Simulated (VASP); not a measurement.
A convergence study with VASP on TaAl₃ (space group I4/mmm): one setting is varied, all else stays as given below, so the limit is that of these other settings.

```xyz
4
Lattice="-1.9171 1.9171 4.2513 1.9171 -1.9171 4.2513 1.9171 1.9171 -4.2513" Properties=species:S:1:pos:R:3 pbc="T T T"
Ta     0.0000     0.0000     0.0000
Al     0.0000     0.0000     4.2513
Al     0.0000     1.9171     2.1256
Al     1.9171     0.0000     2.1256
```

Calculation: PBEsol GGA, VASP's PBE PAW potentials (set 64) (plane waves; VASP). The tightest run used: 550 eV cut-off, 17×17×17 Monkhorst-Pack mesh, first-order Methfessel-Paxton smearing of 0.10 eV, potentials Ta_pv Al.

Task: The settings run are 1×1×1 mesh; 2×2×2 mesh; 3×3×3 mesh; 4×4×4 mesh; 5×5×5 mesh; 6×6×6 mesh; 7×7×7 mesh; 8×8×8 mesh; 9×9×9 mesh; 10×10×10 mesh; 11×11×11 mesh; 12×12×12 mesh; 13×13×13 mesh; 14×14×14 mesh; 15×15×15 mesh; 16×16×16 mesh; 17×17×17 mesh. From which on does the stress (every component) stay within 0.5 GPa of the tightest run?

Result: From 5×5×5 mesh on: it is off by 0.39 there and by no more than 0.5 in any finer run, while 4×4×4 mesh is off by 1.64.
```csv
setting,E (eV/atom),pressure (GPa),irreducible k-points,difference judged (GPa)
1×1×1 mesh,-4.7311,-10.48,1,15.37
2×2×2 mesh,-6.2535,2.88,3,9.11
3×3×3 mesh,-6.4549,0.75,6,1.95
4×4×4 mesh,-6.5107,-0.22,11,1.64
5×5×5 mesh,-6.5179,-0.24,18,0.39
6×6×6 mesh,-6.5224,-0.21,28,0.17
7×7×7 mesh,-6.5241,-0.25,40,0.03
8×8×8 mesh,-6.5249,-0.26,56,0.02
9×9×9 mesh,-6.5247,-0.27,75,0.03
10×10×10 mesh,-6.5246,-0.25,99,0.02
11×11×11 mesh,-6.5244,-0.25,126,0.04
12×12×12 mesh,-6.5244,-0.25,159,0.02
13×13×13 mesh,-6.5242,-0.24,196,0.00
14×14×14 mesh,-6.5242,-0.25,240,0.01
15×15×15 mesh,-6.5241,-0.24,288,0.01
16×16×16 mesh,-6.5241,-0.24,344,0.00
17×17×17 mesh,-6.5242,-0.24,405,0.00
```

VASP warned of too few bands at 1×1×1 mesh.

Left out are rungs that failed or repeat a setting and relaxations that didn't move; long series are thinned to 24 rows.

The structure comes from a computed database's TaAl3 entry (I4/mmm); how it stands against other phases isn't given here. The cell was not relaxed at this level. VASP warned that the highest band is occupied, so more bands are needed.
